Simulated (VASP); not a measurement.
Data:

```xyz
3
Lattice="0.0000 2.9471 2.9471 2.9471 0.0000 2.9471 2.9471 2.9471 0.0000" Properties=species:S:1:pos:R:3 pbc="T T T"
Al     1.4736     1.4736     1.4736
Al     4.4207     4.4207     4.4207
Pt     0.0000     0.0000     0.0000
```

Method: PBEsol GGA, VASP's PBE PAW potentials (set 64) (plane waves; VASP 6.6.1). Run with 480 eV cut-off, 8×8×8 Γ-centred mesh, first-order Methfessel-Paxton smearing of 0.10 eV, potentials Al Pt.

Stress in GPa, positive for a compressed cell; the cube axes lie along x, y and z, and the ions stay on their sites.

```
strain                        σxx    σyy    σzz
--------------------------  -----  -----  -----
none                         0.08   0.08   0.08
εxx = +0.5 %, εyy = +0.5 %  -1.35  -1.35  -1.12
εxx = -1.5 %, εzz = -1.5 %   4.80   4.24   4.80
```

Fit C11 and C12 to these rows, and predict the stress for εxx = -4.0 %, εyy = -4.0 %, εzz = -4.0 %.

Least squares on Δσ_i = −C11 ε_i − C12 (ε_j + ε_k) over all components shown gives C11 = 175 GPa and C12 = 137 GPa, and so σxx, σyy, σzz = 18.02, 18.02, 18.02 GPa. The run gave 22.53, 22.53, 22.53 GPa; the difference holds the non-linear terms and numerical noise.

Left out are shears, moved atoms, failed runs and, from the fit, strains over 2.5 %.

The compound is PtAl2 in the fluorite structure.
